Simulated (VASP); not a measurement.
Consider the following.

```
CSi
1.0
    1.53584    -2.66015     0.00000
    1.53584     2.66015     0.00000
    0.00000     0.00000     5.04317
Si C
2 2
Direct
  0.66667   0.33333   0.49962
  0.33333   0.66667   0.99962
  0.66667   0.33333   0.87538
  0.33333   0.66667   0.37538
```

Level of theory: r2SCAN+rVV10, VASP's PBE PAW potentials (set 64) (plane waves; VASP 6.6.1). Run with 520 eV cut-off, 8×8×5 Γ-centred mesh, Gaussian smearing of 0.050 eV, potentials Si C.

### Question
What does the run give for the energy per atom (σ→0)?

### Answer

```yaml
energy per atom (σ→0): -9606 meV/atom
```

The compound is SiC in the wurtzite structure, the rare 2H polytype. It was relaxed first.
